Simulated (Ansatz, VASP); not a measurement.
**Nb: VASP beside Ansatz**

Aim: how closely do two programs agree when they are given the same cell, functional and k mesh? The cell is taken from a series of VASP runs on this material, whose earlier steps may have relaxed, scaled or displaced it; both programs get it as it stands.

Main program and level: Ansatz 0.2.0; plane waves, with VASP 6.6.1 beside it; band structure at PBE.

**1. The starting structure**

It takes space group Im-3m (No. 229, cubic). Conventional cell: a = 3.309 Å, b = 3.309 Å, c = 3.309 Å, α = 90.00°, β = 90.00°, γ = 90.00°. Nearest to Nb lie 8 Nb at 2.87 Å.

**2. VASP: band structure, PBE**

A single point gives forces, pressure and levels at one fixed geometry, so differences don't come from the geometry; what else differs is listed under the comparison.

Lines of VASP's logs that name or quote its potential files are left out, and so is its time.

Input file INCAR:

```
SYSTEM = Nb
PREC = Accurate
ENCUT = 400
EDIFF = 1E-06
NELM = 100
ISMEAR = 1
SIGMA = 0.2
LREAL = .FALSE.
ALGO = Normal
GGA = PE
NBANDS = 17
LORBIT = 11
LWAVE = .FALSE.
LCHARG = .FALSE.
KPAR = 2
```

Input file POSCAR:

```
Nb
1.0
   -1.6545545069      1.6545545069      1.6545545069
    1.6545545069     -1.6545545069      1.6545545069
    1.6545545069      1.6545545069     -1.6545545069
Nb
1
Direct
    0.0000000000      0.0000000000      0.0000000000
```

Input file KPOINTS:

```
Automatic mesh
0
Gamma
11 11 11
0 0 0
```

Input file KPOINTS_OPT:

```
Line mode
16
Line-mode
Reciprocal
  0.00000000   0.00000000   0.00000000 GAMMA
  0.50000000  -0.50000000   0.50000000 H

  0.50000000  -0.50000000   0.50000000 H
  0.00000000   0.00000000   0.50000000 N

  0.00000000   0.00000000   0.50000000 N
  0.00000000   0.00000000   0.00000000 GAMMA

  0.00000000   0.00000000   0.00000000 GAMMA
  0.25000000   0.25000000   0.25000000 P

  0.25000000   0.25000000   0.25000000 P
  0.50000000  -0.50000000   0.50000000 H

  0.25000000   0.25000000   0.25000000 P
  0.00000000   0.00000000   0.50000000 N
```

PAW data sets: Nb_sv (PBE family, release 64).

The run is started by

```bash
mpirun -np 2 vasp_std
```

Numbers of over 12 decimals in the logs are rounded to 6 here.

The program printed:

```text
[banner, memory and clock lines left out]
running    2 mpi-ranks, on    1 nodes
 distrk:  each k-point on    1 cores,    2 groups
 distr:  one band on    1 cores,    1 groups

 POSCAR found type information on POSCAR Nb
 POSCAR found :  1 types and       1 ions
 LDA part: xc-table for (Slater+PW92), standard interpolation
 POSCAR, INCAR and KPOINTS ok, starting setup
 FFT: planning ... GRIDC
 FFT: planning ... GRID_SOFT
 FFT: planning ... GRID
 WAVECAR not read
 entering main loop
       N       E                     dE             d eps       ncg     rms          rms(c)
DAV:   1     0.992863673726E+02    0.99286E+02   -0.58448E+03  1936   0.629E+02
DAV:   2    -0.772050914129E+01   -0.10701E+03   -0.10129E+03  2176   0.251E+02
DAV:   3    -0.105421976300E+02   -0.28217E+01   -0.27717E+01  2690   0.389E+01
DAV:   4    -0.106385201136E+02   -0.96322E-01   -0.96151E-01  2468   0.611E+00
DAV:   5    -0.106420059303E+02   -0.34858E-02   -0.34857E-02  2797   0.950E-01    0.734E+00
DAV:   6    -0.102463692822E+02    0.39564E+00   -0.32296E-01  2624   0.661E+00    0.256E+00
DAV:   7    -0.101999261430E+02    0.46443E-01   -0.11350E-01  3102   0.365E+00    0.942E-01
DAV:   8    -0.102047758999E+02   -0.48498E-02   -0.12138E-02  2037   0.102E+00    0.895E-02
DAV:   9    -0.102047629632E+02    0.12937E-04   -0.74754E-04  2969   0.247E-01    0.303E-02
DAV:  10    -0.102047686508E+02   -0.56876E-05   -0.18387E-05  2138   0.383E-02    0.932E-03
DAV:  11    -0.102047612218E+02    0.74290E-05   -0.25286E-06  2805   0.170E-02    0.279E-03
DAV:  12    -0.102047609255E+02    0.29625E-06   -0.10018E-07  1209   0.328E-03
   1 F= -.10204761E+02 E0= -.10204256E+02  d E =-.151384E-02
 Start KPOINTS_OPT (optional k-point list driver)
k-point batch [1-56\96]
       N       E                     dE             ncg
DAV:   1    -0.270308047396E+04   -0.21473E+05     1928
DAV:   2    -0.882307184041E+04   -0.61200E+04     2181
DAV:   3    -0.897384973806E+04   -0.15078E+03     2740
DAV:   4    -0.897811234724E+04   -0.42626E+01     2353
DAV:   5    -0.897822136737E+04   -0.10902E+00     2693
DAV:   6    -0.897822352598E+04   -0.21586E-02     2504
DAV:   7    -0.897822356451E+04   -0.38528E-04     2389
DAV:   8    -0.897822356642E+04   -0.19091E-05     1811
DAV:   9    -0.897822356658E+04   -0.16391E-06     1424
k-point batch [57-96\96]
       N       E                     dE             ncg
DAV:   1    -0.687208439234E+03   -0.23328E+05     1392
DAV:   2    -0.484669171270E+04   -0.41595E+04     1597
DAV:   3    -0.493737207161E+04   -0.90680E+02     1902
DAV:   4    -0.493949383103E+04   -0.21218E+01     1704
DAV:   5    -0.493954627820E+04   -0.52447E-01     1950
DAV:   6    -0.493954801773E+04   -0.17395E-02     1729
DAV:   7    -0.493954808361E+04   -0.65879E-04     1704
DAV:   8    -0.493954808447E+04   -0.86177E-06     1334
```

From OUTCAR (step 2):

```text
ion  position               nearest neighbor table
   1  0.000  0.000  0.000-

  LATTYP: Found a body centered cubic cell.
 ALAT       =     3.3091090138

 Subroutine GETGRP returns: Found 48 space group operations
 (whereof 48 operations were pure point group operations)

The static configuration has the point symmetry O_h .

 Found     56 irreducible k-points:

   k-points           NKPTS =     56   k-points in BZ     NKDIM =     56   number of bands    NBANDS=     17

   dimension x,y,z NGX =    20 NGY =   20 NGZ =   20
   dimension x,y,z NGXF=    40 NGYF=   40 NGZF=   40

   ENCUT  =  400.0 eV  29.40 Ry    5.42 a.u.   4.67  4.67  4.67*2*pi/ulx,y,z

   NELECT =      13.0000    total number of electrons

 k-points in reciprocal lattice and weights: Automatic mesh
   0.00000000  0.00000000  0.00000000       0.001
   0.09090909  0.00000000  0.00000000       0.009
   0.18181818  0.00000000  0.00000000       0.009
   0.27272727  0.00000000  0.00000000       0.009
   0.36363636  0.00000000  0.00000000       0.009
   0.45454545  0.00000000  0.00000000       0.009
   0.09090909  0.09090909  0.00000000       0.018
   0.18181818  0.09090909  0.00000000       0.036
   0.27272727  0.09090909  0.00000000       0.036
[...]
-0.45454545 -0.45454545  0.36363636       0.006
  -0.45454545  0.45454545  0.45454545       0.005

 average (electrostatic) potential at core
       1 -76.8798

 E-fermi :  11.0570

 k-point     1 :       0.0000    0.0000    0.0000
  band No.  band energies     occupation
      1     -43.2825      2.00000
      2     -18.5962      2.00000
      3     -18.5962      2.00000
      4     -18.5962      2.00000
      5       5.1827      2.00000
      6      11.4646     -0.01412
      7      11.4646     -0.01412
      8      11.4646     -0.01412
      9      14.3523     -0.00000
     10      14.3523     -0.00000
    ...

 k-point     2 :       0.0909    0.0000    0.0000
  band No.  band energies     occupation
      1     -43.2639      2.00000
      2     -18.7100      2.00000
      3     -18.6308      2.00000
      4     -18.5972      2.00000
      5       5.5163      2.00000
      6      11.2613     -0.05444
      7      11.4073     -0.03273
      8      11.7869     -0.00000
      9      14.0648     -0.00000
     10      14.3542     -0.00000
    ...

 k-point     3 :       0.1818    0.0000    0.0000
  band No.  band energies     occupation
    ...
      2     -19.0071      2.00000
      3     -18.7226      2.00000
      4     -18.6001      2.00000
      5       6.3875      2.00000
      6      10.7654      2.05895
      7      11.1488      0.30628
      8      12.7212     -0.00000
      9      13.7536     -0.00000
     10      14.3997     -0.00000
     11      25.8805      0.00000
    ...

  Total       -0.0062262     -0.0062262     -0.0062262      0.0000000      0.0000000     -0.0000000
  in kB       -0.5505886     -0.5505886     -0.5505886      0.0000000      0.0000000     -0.0000000
  external PRESSURE =      -0.5505886 kB  Pullay stress =       0.0000000 kB

  energy-cutoff  :      400.00
  volume of cell :       18.12
      direct lattice vectors                 reciprocal lattice vectors
    -1.654554507  1.654554507  1.654554507     0.000000000  0.302196149  0.302196149
     1.654554507 -1.654554507  1.654554507     0.302196149  0.000000000  0.302196149
     1.654554507  1.654554507 -1.654554507     0.302196149  0.302196149  0.000000000

 POSITION                                       TOTAL-FORCE (eV/Angst)
 -----------------------------------------------------------------------------------
      0.00000      0.00000      0.00000        -0.000000     -0.000000     -0.000000
 -----------------------------------------------------------------------------------
    total drift:                                0.000000     -0.000000      0.000000

  FREE ENERGIE OF THE ION-ELECTRON SYSTEM (eV)
  ---------------------------------------------------
  free  energy   TOTEN  =       -10.2047609255 eV

  energy  without entropy=      -10.2032470849  energy(sigma->0) =      -10.20425631

 total charge
# of ion       s       p       d       tot
------------------------------------------
    1        2.220   6.000   2.503  10.723

[... 3 further parts left out ...]
```

The run ends at a pressure of -0.06 GPa.

**3. Ansatz: band structure, PBE**

Ansatz runs on its default PAW (the set named soft_2) files.

The same cell, functional, mesh and smearing now go to Ansatz, which takes its cutoff from its data sets.

Input file input.yaml:

```yaml
crystal:
  lattice:
    - [-1.6545545069, 1.6545545069, 1.6545545069]
    - [1.6545545069, -1.6545545069, 1.6545545069]
    - [1.6545545069, 1.6545545069, -1.6545545069]
  atoms:
    - { symbol: Nb, position: [0.0, 0.0, 0.0] }
hamiltonian:
  xc: pbe
  pseudopotentials: { kind: paw }
kpoints:
  mp_grid: { grid: [11, 11, 11] }
  band_path:
    path:
      - [0.0, 0.0, 0.0]
      - [0.1, -0.1, 0.1]
      - [0.2, -0.2, 0.2]
      - [0.3, -0.3, 0.3]
      - [0.43333, -0.43333, 0.43333]
      - [0.5, -0.5, 0.5]
      - [0.4, -0.4, 0.5]
      - [0.3, -0.3, 0.5]
      - [0.16667, -0.16667, 0.5]
      - [0.06667, -0.06667, 0.5]
      - [0.0, 0.0, 0.5]
      - [0.0, 0.0, 0.36667]
      - [0.0, 0.0, 0.26667]
      - [0.0, 0.0, 0.16667]
      - [0.0, 0.0, 0.06667]
      - [0.01667, 0.01667, 0.01667]
      - [0.06667, 0.06667, 0.06667]
      - [0.11667, 0.11667, 0.11667]
      - [0.16667, 0.16667, 0.16667]
      - [0.23333, 0.23333, 0.23333]
      - [0.26667, 0.2, 0.26667]
      - [0.31667, 0.05, 0.31667]
      - [0.38333, -0.15, 0.38333]
      - [0.43333, -0.3, 0.43333]
      - [0.48333, -0.45, 0.48333]
      - [0.23333, 0.23333, 0.26667]
      - [0.16667, 0.16667, 0.33333]
      - [0.11667, 0.11667, 0.38333]
      - [0.06667, 0.06667, 0.43333]
      - [0.0, 0.0, 0.5]
    npoints: 1
scf:
  occupations: { method: methfessel_paxton, width: 0.2 }
  n_extra_bands: 6
output:
  forces: true
  stress: true
  eigenvalues: true
```

The run is started by

```bash
ansatz run input.yaml --threads 2 --pin off --max-ram 4608MiB --backend cpu --events-out ev --progress --plain --runs-dir out
```

The program printed:

```text
scf.n_extra_bands = 6 over 7 filled bands (N_el = 13.0): the run solves 13 bands
Engine: ansatz 0.2.0, x86_64-unknown-linux-gnu
Pseudopotentials: kind: paw
Pseudopotential: Nb, paw, valence charge 13, recommended cutoff 420 eV (normal), Nb.paw.azcp
Functional definition: PBE
  parameter kappa = 0.804
  parameter beta = 0.066725
  exchange = pbe_x(kappa = kappa, mu = beta*pi^2/3)
  correlation = pbe_c(beta = beta)
Crystal: 1 atoms, lattice volume = 18.118 Å³
Basis set: ecut = 420 eV, 369 PW (Γ), exchange–correlation on 40×40×40 points (8 copies of the dense FFT grid, shifted against one another)
Bands: 13, of which v1, the nominal top of the filled ones, is band 7 counted from 1 (6 counted from 0)
Symmetry: 48 space group operations
Space group: Im-3m (ITA 229), of the structure as read, at distance tolerance 2.6e-5 Å
k-points: 56 of 1331
Non-local potential: Nb, projectors of the file, l = 0: 3, l = 1: 2, l = 2: 2, l = 3: 1
PAW form: soft (Blöchl's): semilocal exchange-correlation on the pseudo side does not see the compensation charge
PAW one-centre angular grid: Nb, 590 points (default); XC on 64 Gauss nodes
Initial density: superposition of atomic densities (neutral atoms: chi_scale 0, normalization atom), corrected by the library's trained network
Initial wavefunctions: pseudopotential atomic-orbital guess
Functional: x = pbe(κ = 0.804, μ = 0.219515), c = pbe(β = 0.066725)
SCF iter   1: F=—  HF=-4552.275428 eV  |F-HF|=—  |Δ(HF+E_count)|=         —  Δρ=3.82e-3  dr2=2.38e-3  ethr=1.77e-3  ⟨swp⟩=5.0  Hψ=3917  notcnv=0
preconditioner: auto → none  [metal: Δε(μ)=0.060 eV  Ē_g=10.551 eV  σ=0.200 eV  W_gap=0.25  n_scr=0 (ndim 8)  ℏωp=19.5 eV  f_vac=0.000  D(μ)=1.89/eV (n_scr^D=18)]
SCF iter   2: F=—  HF=-4552.274883 eV  |F-HF|=—  |Δ(HF+E_count)|=   5.45e-4  S|Δr|=    0.00e0  Δρ=1.48e-3  dr2=2.01e-4  ethr=1.83e-5  ⟨swp⟩=2.3  Hψ=1402  notcnv=0
SCF iter   3: F=—  HF=-4552.274889 eV  |F-HF|=—  |Δ(HF+E_count)|=   5.74e-6  S|Δr|=    0.00e0  Δρ=4.51e-4  dr2=1.95e-5  ethr=1.55e-6  ⟨swp⟩=1.0  Hψ=643  notcnv=0
SCF iter   4: F=—  HF=-4552.274892 eV  |F-HF|=—  |Δ(HF+E_count)|=   2.87e-6  S|Δr|=    0.00e0  Δρ=3.58e-5  dr2=5.05e-8  ethr=7.69e-10  ⟨swp⟩=6.9  Hψ=3546  notcnv=0
SCF iter   5: F=-4552.274892 eV  HF=-4552.274892 eV  |F-HF|=5.95e-10  |Δ(HF+E_count)|=   4.16e-8  S|Δr|=    0.00e0  Δρ=4.03e-6  dr2=1.12e-9  ethr=3.88e-10  ⟨swp⟩=2.2  Hψ=2219  notcnv=0
SCF 1 converged in 5 iterations: F = -4552.274892 eV  dr2 = 1.12e-9
  greatest PAW one-centre occupation: 0.998 electrons in one spin orbital (limit 2), on the Nb atom at site 0 (counted from 0), in its partial waves of l = 0
NSCF: frozen V_eff on 30 k-points
SCF converged after 5 iterations
Stability not checked: this state was not tested for a lower state beside it, because cold or Methfessel-Paxton smearing, or corrected tetrahedra, fill the levels in a way that the test cannot read (fill_not_monotonic; see scf.lower_state_search)
Free energy (F): -4552.274892 eV
Harris-Foulkes:  -4552.274892 eV  (|F-HF|=5.95e-10)
Internal energy: -4552.273234 eV  (E = F + TS)
E sigma→0 (E₀):  -4552.274478 eV
Entropy (-TS):   -0.001657 eV (-1.657 meV/atom)
Fermi energy:    17.613160 eV
--- Per-component energies (eV) ---
  E_band       = -69.042726
  E_kinetic    = 395.020971
  E_local      = -696.661475  (includes V_loc(G=0)·N_el)
  E_nonlocal   = 119.829241
  E_hartree    = 216.796840
  E_xc         = -175.700988
  E_vxc        = -213.163903  (∫ρ·V_xc dr)
  E_paw        = -3073.399967  (= ΣΔE_a)
  E_vpaw       = -107.661877  (= ΣTr[D̂ρ^β])
  E_aug_tail   = 0.000006  (compensation charges beyond the density's cutoff)
  E_ewald      = -1338.157861
  E_smearing   = -0.001657  (= −TS)
  E_closure    = 0.000000  (closes the sum)
  Σ components = -4552.274892   (vs F -4552.274892, Δ=0.00e0)
--- Forces (eV/Å), atoms counted from 1 ---
  atom   1  Nb    -0.00000000    -0.00000000     0.00000000
  max |Σ_I F_I| component: 7.19e-32 eV/Å
--- Stress (GPa, compression-positive) ---
        0.873587      -0.000000       0.000000
        0.000000       0.873587       0.000000
       -0.000000      -0.000000       0.873587
  P = ⅓ Tr σ = 0.8736 GPa (8.736 kbar)
--- Band table (eV; the first three rows and the last of 56) ---
  k-point 0: bands = [... 3 lower, -12.0236, 11.7569, 18.0158, 18.0158, 18.0158, 20.9058, 20.9058, 31.7755, ... 2 higher]
  k-point 1: bands = [... 3 lower, -12.0245, 12.0907, 17.8127, 17.9593, 18.3387, 20.6183, 20.9086, 32.0356, ... 2 higher]
  k-point 2: bands = [... 3 lower, -12.0270, 12.9609, 17.3173, 17.7026, 19.2742, 20.3078, 20.9550, 32.3585, ... 2 higher]
  k-point 55: bands = [... 3 lower, -12.9174, 14.0542, 14.1080, 22.6106, 22.6106, 23.0542, 26.2354, 27.4598, ... 2 higher]
```

The job ended after 0.46 s (2 threads of AMD EPYC 9R14 (Zen 4), shared host; peak memory 0.32 GiB).

In the SCF lines HF is the Harris–Foulkes energy and dr2 the Hartree energy of the density residual, in eV; the loop may stop once dr2 is under the threshold and the program's other checks hold. Hψ counts applications of the Hamiltonian.

**4. Comparison**

Known differences besides the potentials themselves: the cutoff is 420 eV in Ansatz and 400 eV in VASP; VASP leaves aspherical gradient terms in its spheres out (LASPH is not set), Ansatz keeps them. Total energies have different zeros and are not compared.

The two programs side by side:

| quantity | Ansatz | VASP | difference |
| --- | --- | --- | --- |
| pressure (GPa) | 0.87 | -0.06 | +0.93 |

Levels from 3 eV below to 2 eV above the Fermi level differ by 4 meV r.m.s. and 10 meV at most; each VASP level is matched to the nearest of Ansatz, which flatters the figure a little.

**5. Results**

```json
{"r.m.s. difference of levels near the Fermi level (band structure, PBE)": "3.6 meV", "difference in pressure (band structure, PBE)": "0.93 GPa"}
```

What this shows: The difference in pressure is 0.93 GPa (band structure, PBE), within the 1 GPa picked in this series as the mark of a large difference. 1 further run of this series is not shown here. Such differences can come from data sets, numerical settings and the points named under the comparisons, not from the functional's error against experiment.

[Lines on the potential files, build, host, timing and source positions are cut from VASP's logs without a mark.]

[Logs are printed without paths, hosts, clocks, repeated set-up lines and the standing remarks that a program may print on its own settings, such as how far it seeks lower states.]

[Hosts, paths, dates, database ids (printed as entryN), source tags and the programs' standing remarks are cut or masked in the printed files.]
